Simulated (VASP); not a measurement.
A run of VASP 6.6.1 is set up as follows.

The input INCAR:

```
PREC = Accurate ; ENCUT = 520
EDIFF = 1E-6 ; ISMEAR = 0
SIGMA = 0.1 ; LREAL = False
LASPH = True ; NELM = 100
ALGO = Fast ; ISIF = 2
LWAVE = False ; LCHARG = False
GGA = PE ; NBANDS = 22
```

Contents of KPOINTS:

```
regular mesh
0
Gamma
  10 10 10
```

The input POSCAR:

```
Sb3Ru
1.0
    4.5084256688      0.0000000000      0.0000000000
    0.0000000000      4.5084256688      0.0000000000
    0.0000000000      0.0000000000      4.4672362650
Sb Ru
3 1
Direct
    0.0000000000      0.5000000000      0.5000000000
    0.5000000000      0.0000000000      0.5000000000
    0.5000000000      0.5000000000      0.0000000000
    0.0000000000      0.0000000000      0.0000000000
```

Potentials or basis: VASP PAW PBE potentials, release 64 (Sb, Ru_pv).

Command:

```console
$ cat potpaw_PBE.64/Sb/POTCAR potpaw_PBE.64/Ru_pv/POTCAR > POTCAR
$ mpirun -np 1 vasp_std > vasp.out
```

(1) Predict the band gap on the k mesh.

(2) What does it give for the pressure?

Results:

(1) none (metal or under the smearing width).

(2) -0.1 GPa.
